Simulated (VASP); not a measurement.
Given:

```
CELL_PARAMETERS angstrom
      3.68036    -1.88000     0.00000
      3.68036     1.88000     0.00000
      2.72002     0.00000     3.11142
ATOMIC_POSITIONS crystal
  As 0.22700 0.22700 0.22700
  As 0.77300 0.77300 0.77300
```

Calculation: optB86b-vdW, VASP's PBE PAW potentials (set 64) (plane waves; VASP). Numerical set-up: 520 eV cut-off, 11×11×11 Γ-centred mesh, first-order Methfessel-Paxton smearing of 0.10 eV, potentials As.

Task: The ions, cell shape and volume are relaxed. Predict the relaxed structure.

Result: 
```
CELL_PARAMETERS angstrom
      3.64262    -1.90939    -0.02941
      3.64262     1.90939    -0.02941
      2.66727     0.00000     3.13066
ATOMIC_POSITIONS crystal
  As 0.22888 0.22888 0.22888
  As 0.77112 0.77112 0.77112
```
Space group R-3m (166), at a tolerance of 0.03 Å.

Task: How do energy and volume change from the first to the last step?

Result: The energy (σ→0) changes by -8.5 meV/atom and the volume by +1.8 %, in 7 ionic steps.

```csv
step,E(σ→0) (eV),max force (eV/Å),pressure (GPa),volume (Å³)
1,-6.4520,0.373,2.80,43.06
2,-6.4579,0.239,-2.15,45.44
3,-6.4672,0.015,-0.11,44.36
4,-6.4678,0.022,-0.11,44.30
5,-6.4688,0.044,-0.08,44.10
6,-6.4688,0.052,-0.07,44.02
7,-6.4691,0.000,-0.03,43.85
```

The compound is As in the a7 structure. This run relaxes it. Symmetry was kept, so distortions that lower it aren't found.
